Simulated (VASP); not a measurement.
Consider the following.

```
CELL_PARAMETERS angstrom
      2.16515    -3.75014     0.00000
      2.16515     3.75014     0.00000
      0.00000     0.00000     7.40816
ATOMIC_POSITIONS crystal
  Cd 0.00000 0.00000 0.00000
  I  0.33333 0.66667 0.23190
  I  0.66667 0.33333 0.76810
```

Level of theory: PBE GGA, VASP's PBE PAW potentials (set 64) (plane waves; VASP). Numerical set-up: 400 eV cut-off, 7×7×4 Γ-centred mesh, tetrahedra with Blöchl corrections, potentials Cd I.

The cores are frozen, which limits the accuracy of field gradients. Without a dispersion term in the relaxation, distances and binding between the weakly bound layers, chains or molecules are unreliable, and so is what depends on them.

Give the principal components of the electric field gradient (V/Å²) and the asymmetry η at each nucleus.

```csv
atom,Vxx,Vyy,Vzz,η
Cd1,-1.9,-1.9,3.7,0.00
I2,34.8,34.8,-69.7,0.00
I3,34.8,34.8,-69.7,0.00
```

The compound is CdI2 in the 1T layered structure. It was relaxed first, which changed the volume by +13 %.
